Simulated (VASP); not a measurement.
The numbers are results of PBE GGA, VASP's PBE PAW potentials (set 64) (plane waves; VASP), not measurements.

A VASP calculation is set up with these files.

File KPOINTS:
```
Regular mesh
0
G
 8 8 8
```

### INCAR
```
SYSTEM = ZnInGaO4
PREC = Accurate
ENCUT = 160
EDIFF = 1E-6
NELM = 100
ALGO = Normal
LREAL = .FALSE.
LASPH = .TRUE.
ISMEAR = -1
SIGMA = 0.1
GGA = PE
LMAXMIX = 4
LWAVE = .FALSE.
LCHARG = .FALSE.
ISIF = 2
```

**POSCAR**
```
ZnInGaO4
1
    1.6475000000     0.9511850000     8.6900000000
   -1.6475000000     0.9511850000     8.6900000000
    0.0000000000    -1.9023690000     8.6900000000
In Ga Zn O
1 1 1 4
Direct
  0.0000000000   0.0000000000   0.0000000000
  0.7829000000   0.7829000000   0.7829000000
  0.2171000000   0.2171000000   0.2171000000
  0.8718000000   0.8718000000   0.8718000000
  0.1282000000   0.1282000000   0.1282000000
  0.7072000000   0.7072000000   0.7072000000
  0.2928000000   0.2928000000   0.2928000000
```

POTCAR, in this order: In_d Ga_d Zn O (PBE.64 set). Program: vasp_std.

Output

### OSZICAR
```
       N       E                     dE             d eps       ncg     rms          rms(c)
DAV:   1     0.307262401427E+03    0.30726E+03   -0.16535E+04  5231   0.909E+02
DAV:   2    -0.125691536207E+02   -0.31983E+03   -0.30801E+03  5341   0.289E+02
DAV:   3    -0.347101340773E+02   -0.22141E+02   -0.21871E+02  5526   0.782E+01
DAV:   4    -0.351079672520E+02   -0.39783E+00   -0.39670E+00  5856   0.105E+01
DAV:   5    -0.351166526269E+02   -0.86854E-02   -0.86833E-02  5571   0.130E+00    0.273E+01
DAV:   6    -0.291448991754E+02    0.59718E+01   -0.94917E+00  5573   0.485E+01    0.137E+01
DAV:   7    -0.281423891579E+02    0.10025E+01   -0.36052E+00  6185   0.171E+01    0.355E+00
DAV:   8    -0.280908980698E+02    0.51491E-01   -0.31058E-01  5568   0.328E+00    0.913E-01
DAV:   9    -0.280864513976E+02    0.44467E-02   -0.28005E-02  5572   0.135E+00    0.470E-01
DAV:  10    -0.280860845381E+02    0.36686E-03   -0.47586E-03  6233   0.655E-01    0.201E-01
DAV:  11    -0.280861487437E+02   -0.64206E-04   -0.55208E-04  5285   0.149E-01    0.770E-02
DAV:  12    -0.280861477408E+02    0.10029E-05   -0.12687E-04  5989   0.783E-02    0.254E-02
DAV:  13    -0.280861512933E+02   -0.35525E-05   -0.17300E-05  5328   0.248E-02    0.543E-03
DAV:  14    -0.280861509107E+02    0.38255E-06   -0.16741E-06  3986   0.947E-03
   1 F= -.28086151E+02 E0= -.28083166E+02  d E =-.597069E-02
```

**OUTCAR**
```
------------------------ aborting loop because EDIFF is reached ----------------------------------------
  FORCE on cell =-STRESS in cart. coord.  units (eV):
  Direction    XX          YY          ZZ          XY          YZ          ZX
  --------------------------------------------------------------------------------------
  Total     -222.0109429   -222.0109887   -227.7376639      0.0000000     -0.0000087      0.0000000
  in kB    -4353.3508811  -4353.3517798  -4465.6445630      0.0000000     -0.0001713      0.0000000
  external PRESSURE =   -4390.7824080 kB  Pullay stress =       0.0000000 kB
  volume of cell :       81.71
      direct lattice vectors                 reciprocal lattice vectors
     1.647500000  0.951185000  8.690000000     0.303490137  0.175220094  0.038358259
    -1.647500000  0.951185000  8.690000000    -0.303490137  0.175220094  0.038358259
     0.000000000 -1.902369000  8.690000000     0.000000000 -0.350440188  0.038358280
 POSITION                                       TOTAL-FORCE (eV/Angst)
 -----------------------------------------------------------------------------------
      0.00000      0.00000      0.00000         0.000000     -0.000000     -1.536902
      0.00000      0.00000     20.41020         0.000000      0.000000      1.158227
      0.00000      0.00000      5.65980         0.000000      0.000000      0.637226
      0.00000      0.00000     22.72783         0.000000     -0.000000     -2.349597
      0.00000      0.00000      3.34217         0.000000     -0.000000     -0.254168
      0.00000      0.00000     18.43670         0.000000      0.000000      1.722131
      0.00000      0.00000      7.63330         0.000000      0.000000      0.623082
 -----------------------------------------------------------------------------------
    total drift:                                0.000000     -0.000003     -0.040712
  FREE ENERGIE OF THE ION-ELECTRON SYSTEM (eV)
  ---------------------------------------------------
  free  energy   TOTEN  =       -28.0861509107 eV

  energy  without entropy=      -28.0801802233  energy(sigma->0) =      -28.08316557
```
(Selected blocks of OUTCAR.)

At this cut-off the stress carries a Pulay error, which pulls relaxed volumes low.

The structure was generated: ZnInGaO4 was put into an ordered model structure, which need not be its known phase. The cell was not relaxed at this level. The run is one of a series of settings (ENCUT = 160 against the base run), some of them coarse on purpose.
